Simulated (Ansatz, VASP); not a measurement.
# NaLaMnMoO6 in VASP and in Ansatz

```
CELL_PARAMETERS angstrom
-2.77634 2.77634 3.97536
2.77634 -2.77634 3.97536
2.77634 2.77634 -3.97536
ATOMIC_POSITIONS crystal
Na 0.25000 0.75000 0.50000
La 0.75000 0.25000 0.50000
Mn 0.50000 0.50000 0.00000
Mo 0.00000 0.00000 0.00000
O 0.20766 0.29607 0.50371
O 0.29605 0.79234 0.08841
O 0.79236 0.70395 0.49629
O 0.70393 0.20764 0.91159
O 0.25194 0.25194 0.00000
O 0.74806 0.74806 0.00000
```

Change from the starting cell: volume scaled by 1.06.

Alike in both runs: task single point; functional PBE; k mesh 7 × 7 × 7; occupations fermi-dirac, width 0.05 eV; collinear spin, ferromagnetic start.

|  | VASP | Ansatz |
| --- | --- | --- |
| version | VASP 6.6.1 | Ansatz 0.2.0 |
| potentials or method | VASP PAW PBE potentials, release 64 (Na_pv, La, Mn_pv, Mo_sv, O) | Ansatz PAW |
| plane-wave cutoff (eV) | 520 | 420 |
| valence electrons in the cell | 81 | 85 |

```tsv
	VASP	Ansatz	Ansatz less VASP
gap on the k mesh at the Fermi level (eV)	none	none	-
pressure (GPa)	-8.2	-8.5	-0.26
largest component of the traceless stress (GPa)	0.35	0.35	0.000
rms of the force components (eV/Å)	0.256	0.236	-0.0200
net moment per atom (μB)	0.24	0.24	-0.004
size of the moment on the site where the two differ most (μB)	2.86	2.57	-0.295
```

Site moments also hang on the region over which each program counts them. Atom by atom the forces differ by 0.021 eV/Å (rms over components). A gap of «none» marks a metal or a gap that the smearing closes. With one functional, cell and mesh, what is left measures potentials, basis and numerics. The two sets of potentials don't hold the same shells in valence.

Caveats: a cell with one magnetic atom can't hold antiferromagnetic order, which such compounds often take; semilocal functionals often make such compounds metallic where correlation or magnetic order opens a gap, which also shifts bond lengths; the pressure holds a Pulay correction of +0.6 GPa for the finite cutoff (Ansatz); the starting moments weren't kept (Ansatz). Spin-orbit coupling is left out, which matters for the levels of La.
